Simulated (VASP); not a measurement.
Input:

```xyz
2
Lattice="-3.0349 3.0349 1.6809 3.0349 -3.0349 1.6809 3.0349 3.0349 -1.6809" Properties=species:S:1:pos:R:3 pbc="T T T"
Y      0.0000     3.0349     0.8405
Y      0.0000     0.0000     0.0000
```

All values below come from PBEsol GGA, VASP's PBE PAW potentials (set 64) (plane waves; VASP). Settings: 400 eV cut-off, 11×11×11 Γ-centred mesh, first-order Methfessel-Paxton smearing of 0.10 eV, potentials Y_sv.

Question: Predict the energy per atom (σ→0), band gap (on the k-mesh) with the smallest direct gap where there is one.

Answer: 
| Item | Value |
|---|---|
| band gap (on the k-mesh) | none (metal, semimetal or under 0.01 eV) |
| energy per atom (σ→0) | -6.369 eV/atom |

Only differences to runs with the same potentials and settings are physical.

The structure was generated: Y was put into the beta-Sn type (I4_1/amd), which need not be its known phase. It was relaxed first, which changed the volume by -11 %. The start is the result of an earlier pass.
